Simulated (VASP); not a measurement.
Method: PW91 GGA, VASP's PBE PAW potentials (set 64) (plane waves; VASP).

A VASP calculation is set up with these files.

File KPOINTS:
```
k-points along high-symmetry lines
10
Line-mode
Reciprocal
  0.000000   0.000000   0.000000 ! GAMMA
 -0.000000   0.500000   0.000000 ! M

 -0.000000   0.500000   0.000000 ! M
 -0.333333   0.666667   0.000000 ! K

 -0.333333   0.666667   0.000000 ! K
  0.000000   0.000000   0.000000 ! GAMMA

  0.000000   0.000000   0.000000 ! GAMMA
  0.000000   0.000000   0.500000 ! A

  0.000000   0.000000   0.500000 ! A
 -0.000000   0.500000   0.500000 ! L

 -0.000000   0.500000   0.500000 ! L
 -0.333333   0.666667   0.500000 ! H

 -0.333333   0.666667   0.500000 ! H
  0.000000   0.000000   0.500000 ! A

 -0.000000   0.500000   0.500000 ! L
 -0.000000   0.500000   0.000000 ! M

 -0.333333   0.666667   0.500000 ! H
 -0.333333   0.666667   0.000000 ! K
```

INCAR:
```
NELM=100
ALGO=Normal   # blocked Davidson
SIGMA=0.05   # width (eV)
EDIFF=1E-7
LREAL=.FALSE.   # projection in real space or not
LCHARG=.FALSE.
ISMEAR=0
LWAVE=.FALSE.
LASPH=.TRUE.   # aspherical one-centre terms
ICHARG=11   # fixed density
LMAXMIX=4   # l cut-off of mixed one-centre charges
SYSTEM=Y
ENCUT=520   # plane-wave cut-off (eV)
GGA=91   # PW91
LORBIT=11   # lm-projected
PREC=Accurate
```

POSCAR:
```
Y
1.0
  1.8252829506  -3.1614830849   0.0000000000
  1.8252829506   3.1614830849   0.0000000000
  0.0000000000   0.0000000000   5.6316654947
Y
2
Cart
  1.8252829506   1.0538298026   1.4079163737
  1.8252829506  -1.0538298026   4.2237491210
```

POTCAR, in this order: Y_sv (PBE.64 set). Program: vasp_std. Read from the step before: CHGCAR.

**Question.** What will the output report for the number of irreducible k-points (NKPTS), largest plane-wave count, number of space-group operations, FFT grid (NGX, NGY, NGZ)?

**Answer.** 
| Property | Result |
|---|---|
| number of irreducible k-points (NKPTS) | 90 |
| largest plane-wave count | 1779 |
| number of space-group operations | 24 |
| FFT grid (NGX, NGY, NGZ) | 28 × 28 × 42 |

The compound is Y in the hcp structure. It was relaxed first.
